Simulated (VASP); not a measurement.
```
CSi
1.0
    0.00000     2.11169     2.11169
    2.11169     0.00000     2.11169
    2.11169     2.11169     0.00000
Si C
1 1
Cartesian
  0.00000   0.00000   0.00000
  1.05585   1.05585   1.05585
```

The numbers are results of LDA (Ceperley-Alder, Perdew-Zunger), VASP's LDA PAW potentials (set 64) (plane waves; VASP), not measurements. Numerical set-up: 620 eV cut-off, 11×11×11 Γ-centred mesh, Gaussian smearing of 0.050 eV, potentials Si C.

Estimate the energy per atom (σ→0), pressure.

| Item | Value |
|---|---|
| energy per atom (σ→0) | -8.279 eV/atom |
| pressure | 19.86 GPa |

The absolute energy has meaning only against runs of the same code, potentials and settings.

The compound is SiC in the zinc blende structure. It was relaxed first under an external pressure of 20 GPa.
